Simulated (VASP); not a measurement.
# Ba2H3I (P-3m1) in VASP: single point with LDA

Aim: the single point of Ba2H3I with LDA.

All numbers are computed with VASP 6.6.1; they aren't measurements. Logs are shortened: lines on timing, memory, paths and dates and some standing lists are left out, and cuts for length are marked.

### Step 1. The crystal as given

It takes space group P-3m1 (No. 164, trigonal). Conventional cell: a = 4.536 Å, b = 4.536 Å, c = 8.120 Å, α = 90.00°, β = 90.00°, γ = 120.00°. Ba (site symmetry 3m) is surrounded by 7 H at 2.65 to 3.03 Å. H (site symmetry 3m) is surrounded by 4 Ba at 2.65 Å and 3 H at 2.85 Å. H (site symmetry -3m) is surrounded by 6 H at 2.85 Å and 6 Ba at 3.03 Å. I (site symmetry -3m) is surrounded by 6 Ba at 3.64 Å and 8 H at 3.94 to 4.06 Å.

The cell comes from a database or a generator and needn't be the stable form of this composition.

### Step 2. Single point, LDA

INCAR

```
  PREC = Accurate
  ENCUT = 520
  EDIFF = 1E-6
  ISMEAR = 0
  SIGMA = 0.01
  LREAL = F
  LASPH = T
  NELM = 100
  ALGO = Fast
  ISIF = 2
  LWAVE = F
  LCHARG = F
  GGA = CA
  NBANDS = 24
```

KPOINTS

```
regular mesh
0
Gamma
  2 2 1
```

POSCAR

```
Ba2H3I
1.0
    4.5364013615      0.0000000000      0.0000000000
   -2.2682006808      3.9286388209      0.0000000000
    0.0000000000      0.0000000000      8.1195500000
Ba H I
2 3 1
Direct
    0.6666666667      0.3333333333      0.6882737972
    0.3333333333      0.6666666667      0.3117262028
    0.6666666667      0.3333333333      0.3620641593
    0.3333333333      0.6666666667      0.6379358407
    0.0000000000      0.0000000000      0.5000000000
    0.0000000000      0.0000000000      0.0000000000
```

Potentials or basis: VASP PAW LDA potentials, release 64 (Ba_sv, H, I).

The run is started by

```sh
$ cat potpaw_LDA.64/Ba_sv/POTCAR potpaw_LDA.64/H/POTCAR potpaw_LDA.64/I/POTCAR > POTCAR
$ mpirun -np 1 vasp_std > vasp.out
```

OUTCAR:

```text
PREC = Accurate
   ENCUT = 520
   EDIFF = 1E-6
   ISMEAR = 0
   LREAL = F
   LASPH = T
   NELM = 100
   ISIF = 2
   GGA = CA

 ion  position               nearest neighbor table
   1  0.667  0.333  0.688-   3 2.65   4 2.65   4 2.65   4 2.65   6 3.64   6 3.64   6 3.64   2 4.03
                             2 4.03   2 4.03
   2  0.333  0.667  0.312-   4 2.65   3 2.65   3 2.65   3 2.65   6 3.64   6 3.64   6 3.64   1 4.03
                             1 4.03   1 4.03
   3  0.667  0.333  0.362-   1 2.65   2 2.65   2 2.65   2 2.65
   4  0.333  0.667  0.638-   2 2.65   1 2.65   1 2.65   1 2.65
   5  0.000  0.000  0.500-
   6  0.000  0.000  0.000-   1 3.64   2 3.64   1 3.64   2 3.64   1 3.64   2 3.64

  LATTYP: Found a hexagonal cell.
 ALAT       =     4.5364013615
 C/A-ratio  =     1.7898658767

  Lattice vectors:

 A1 = (   4.5364013615,   0.0000000000,   0.0000000000)
 A2 = (  -2.2682006808,   3.9286388209,   0.0000000000)
 A3 = (   0.0000000000,   0.0000000000,   8.1195500000)

Analysis of symmetry for initial positions (statically):
=====================================================================
 Subroutine PRICEL returns:
 Original cell was already a primitive cell.

 Routine SETGRP: Setting up the symmetry group for a
 hexagonal supercell.

 Subroutine GETGRP returns: Found 12 space group operations
 (whereof 12 operations were pure point group operations)
 out of a pool of 24 trial point group operations.

The static configuration has the point symmetry D_3d.

Analysis of symmetry for dynamics (positions and initial velocities):
=====================================================================
 Subroutine PRICEL returns:
 Original cell was already a primitive cell.

 Routine SETGRP: Setting up the symmetry group for a
 hexagonal supercell.

 Subroutine GETGRP returns: Found 12 space group operations
 (whereof 12 operations were pure point group operations)
 out of a pool of 24 trial point group operations.

The dynamic configuration has the point symmetry D_3d.

 Subroutine INISYM returns: Found 12 space group operations
 (whereof 12 operations are pure point group operations),
 and found     1 'primitive' translations

----------------------------------------------------------------------------------------

                                     Primitive cell

  volume of cell :     144.7057

  direct lattice vectors                    reciprocal lattice vectors
     4.536401362  0.000000000  0.000000000     0.220439049  0.127270544  0.000000000
    -2.268200681  3.928638821  0.000000000     0.000000000  0.254541088  0.000000000
     0.000000000  0.000000000  8.119550000     0.000000000  0.000000000  0.123159535

  length of vectors
     4.536401362  4.536401362  8.119550000     0.254541088  0.254541088  0.123159535

  position of ions in fractional coordinates (direct lattice)
     0.666666667  0.333333333  0.688273797
     0.333333333  0.666666667  0.311726203
     0.666666667  0.333333333  0.362064159
     0.333333333  0.666666667  0.637935841
     0.000000000  0.000000000  0.500000000
     0.000000000  0.000000000  0.000000000

  ion indices of the primitive-cell ions
   primitive index   ion index
                 1           1
                 2           2
                 3           3
                 4           4
                 5           5
                 6           6

----------------------------------------------------------------------------------------

 KPOINTS: regular mesh

Automatic generation of k-mesh.
 Grid dimensions read from file:
 generate k-points for:    2    2    1

 Generating k-lattice:

  Cartesian coordinates                     Fractional coordinates (reciprocal lattice)
     0.110219524  0.063635272  0.000000000     0.500000000  0.000000000  0.000000000
     0.000000000  0.127270544  0.000000000     0.000000000  0.500000000  0.000000000
     0.000000000  0.000000000  0.123159535     0.000000000  0.000000000  1.000000000

  Length of vectors
     0.127270544  0.127270544  0.123159535

  Shift w.r.t. Gamma in fractional coordinates (k-lattice)
     0.000000000  0.000000000  0.000000000

 Subroutine IBZKPT returns following result:
 ===========================================

 Found      2 irreducible k-points:

 Following reciprocal coordinates:
            Coordinates               Weight
  0.000000  0.000000  0.000000      1.000000
  0.500000  0.000000  0.000000      3.000000
   k-points           NKPTS =      2   k-points in BZ     NKDIM =      2   number of bands    NBANDS=     24
   number of dos      NEDOS =    301   number of ions     NIONS =      6
   total plane-waves  NPLWV =  77760
   dimension x,y,z NGX =    36 NGY =   36 NGZ =   60
   dimension x,y,z NGXF=    72 NGYF=   72 NGZF=  120
   ions per type =               2   3   1
   NGX,Y,Z   is equivalent  to a cutoff of  13.19, 13.19, 12.28 a.u.
   NGXF,Y,Z  is equivalent  to a cutoff of  26.39, 26.39, 24.57 a.u.
 SYSTEM =  unknown system
   PREC   = accura    normal or accurate (medium, high low for compatibility)
   ISTART =      0    job   : 0-new  1-cont  2-samecut
   ICHARG =      2    charge: 1-file 2-atom 10-const
   ISPIN  =      1    spin polarized calculation?
   LNONCOLLINEAR =      F non collinear calculations
   LSORBIT =      F    spin-orbit coupling
   LASPH  =      T    aspherical Exc in radial PAW
   ENCUT  =  520.0 eV  38.22 Ry    6.18 a.u.   8.43  8.43 15.10*2*pi/ulx,y,z
   NELM   =    100;   NELMIN=  2; NELMDL= -5     # of ELM steps
   EDIFF  = 0.1E-05   stopping-criterion for ELM
   LREAL  =      F    real-space projection
   EDIFFG = 0.1E-04   stopping-criterion for IOM
   NSW    =      0    number of steps for IOM
   IBRION =     -1    ionic relax: 0-MD 1-quasi-New 2-CG
   NFREE  =      0    steps in history (QN), initial steepest desc. (CG)
   ISIF   =      2    stress and relaxation
   ISYM   =      2    0-nonsym 1-usesym 2-fastsym
   POTIM  = 0.5000    time-step for ionic-motion
   TEBEG  =    0.0;   TEEND  =   0.0 temperature during run
   PSTRESS=    0.0 pullay stress
   NELECT =      30.0000    total number of electrons
   NUPDOWN=      -1.0000    fix difference up-down
   EMIN   =  10.00;   EMAX   =-10.00  energy-range for DOS
   EFERMI =   0.00;   METHOD = LEGACY
   ISMEAR =     0;   SIGMA  =   0.01  broadening in eV -4-tet -1-fermi 0-gaus
   EFERMI_NEDOS =   21; number of points for ismear=-14 and -15
   IALGO  =     68    algorithm
   IMIX   =      4    mixing-type and parameters
     AMIX     =   0.40;   BMIX     =  1.00
     AMIX_MAG =   1.60;   BMIX_MAG =  1.00
  volume/ion in A,a.u.               =      24.12       162.75
  Fermi-wavevector in a.u.,A,eV,Ry     =   0.968917  1.830988 12.773161  0.938801
  Thomas-Fermi vector in A             =   2.098927
   LORBIT       =      0    0 simple, 1 ext, 2 COOP (PROOUT), +10 PAW based schemes
   GGA     = CA    functional components
   LHFCALC =     F    Hartree Fock is set to
   AEXX    =    0.0000 exact exchange contribution
   IVDW    =     0    specifies the selected vdW correction
   LEPSILON=     F    determine dielectric tensor
   LRPA    =     F    only Hartree local field effects (RPA)
 non-spin polarized calculation
 RMM-DIIS sequential band-by-band and
 Gauss-broadening in eV      SIGMA  =   0.01
  energy-cutoff  :      520.00
  volume of cell :      144.71
 maximum number of plane-waves:      3937
 NGX is ok and might be reduce to    36
   NGX = 17   NGY = 17   NGZ = 31

 number of electron      29.9999999 magnetization

 Free energy of the ion-electron system (eV)
  ---------------------------------------------------
  ext. energy  EPLUGINS =         0.00000000
  ---------------------------------------------------
  free energy    TOTEN  =       -22.13020789 eV

  energy without entropy =      -22.13020789  energy(sigma->0) =      -22.13020789

 E-fermi :   2.3500     XC(G=0):  -8.7005

 val. band max:        2.2381691637   @ k =   0.0000   0.0000   0.0000
 cond. band min:       4.4622608734   @ k =   0.0000   0.0000   0.0000
 fundamental gap:      2.2240917097
 Fermi energy:         2.3499700037

 k-point     1 :       0.0000    0.0000    0.0000
  band No.  band energies     occupation
      1     -25.3372      2.00000
      2     -25.2597      2.00000
      3     -11.5483      2.00000
      4     -10.4068      2.00000
      5     -10.4068      2.00000
      6     -10.3938      2.00000
[... 16 lines left out ...]
     23       6.0453      0.00000
     24       7.6548      0.00000

 k-point     2 :       0.5000    0.0000    0.0000
  band No.  band energies     occupation
      1     -25.2845      2.00000
      2     -25.2592      2.00000
      3     -11.2504      2.00000
      4     -10.8962      2.00000
      5     -10.7411      2.00000
      6     -10.5292      2.00000
[... 16 lines left out ...]
     23       7.5350      0.00000
     24       7.8376      0.00000

------------------------ aborting loop because EDIFF is reached ----------------------------------------

  FORCE on cell =-STRESS in cart. coord.  units (eV):
  Direction    XX          YY          ZZ          XY          YZ          ZX
  --------------------------------------------------------------------------------------
  -------------------------------------------------------------------------------------
  Total       -1.6075469     -1.6075469     -2.2114434      0.0000000      0.0000000      0.0000000
  in kB      -17.7987169    -17.7987169    -24.4850432      0.0000000      0.0000000      0.0000000
  external PRESSURE =     -20.0274924 kB  Pullay stress =       0.0000000 kB

 VOLUME and BASIS-vectors are now :
 -----------------------------------------------------------------------------
  energy-cutoff  :      520.00
  volume of cell :      144.71
      direct lattice vectors                 reciprocal lattice vectors
     4.536401362  0.000000000  0.000000000     0.220439049  0.127270544  0.000000000
    -2.268200681  3.928638821  0.000000000     0.000000000  0.254541088  0.000000000
     0.000000000  0.000000000  8.119550000     0.000000000  0.000000000  0.123159535

 POSITION                                       TOTAL-FORCE (eV/Angst)
 -----------------------------------------------------------------------------------
      2.26820      1.30955      5.58847         0.000000      0.000000      0.009584
     -0.00000      2.61909      2.53108        -0.000000     -0.000000     -0.009584
      2.26820      1.30955      2.93980        -0.000000     -0.000000      0.001698
     -0.00000      2.61909      5.17975        -0.000000      0.000000     -0.001698
      0.00000      0.00000      4.05978        -0.000000      0.000000      0.000000
      0.00000      0.00000      0.00000        -0.000000      0.000000      0.000000
 -----------------------------------------------------------------------------------
    total drift:                                0.000000      0.000000      0.000000

  FREE ENERGIE OF THE ION-ELECTRON SYSTEM (eV)
  ---------------------------------------------------
  free  energy   TOTEN  =       -22.1302078869 eV

  energy  without entropy=      -22.1302078869  energy(sigma->0) =      -22.13020789
```

Run time: 11 s. Hardware: 1 thread of Intel Xeon Platinum 8488C (Sapphire Rapids), shared host; peak memory 0.2 GiB.

What came out:

```yaml
Free_energy: -22.1302 eV
Pressure: -2.0 GPa
Largest_force: 0.010 eV/Å
Band_gap_on_the_k_mesh: 2.22 eV, direct
```

Forces in eV/Å, atoms in the order of the input:
```
Ba   0.000  0.000  0.010
Ba   0.000  0.000 -0.010
H    0.000  0.000  0.002
H    0.000  0.000 -0.002
H    0.000  0.000  0.000
I    0.000  0.000  0.000
```

Stress tensor (GPa, compression positive):
```
-1.78  0.00  0.00
 0.00 -1.78  0.00
 0.00  0.00 -2.45
```

Levels at points of the mesh, in eV from the valence-band top:
```
           k point  band 13  band 14  band 15  band 16  band 17  band 18
(0.00, 0.00, 0.00)    -2.49    -2.29     0.00     2.22     2.36     2.36
(0.50, 0.00, 0.00)    -2.35    -2.06    -1.89     2.47     2.82     3.11
```

Caveat: the k mesh is coarse (spacing up to 0.80 Å⁻¹), so the values aren't converged; spin-orbit coupling is left out, which moves the levels of the heavy elements; an odd mesh through Γ misses points on the zone boundary, where band edges often lie.
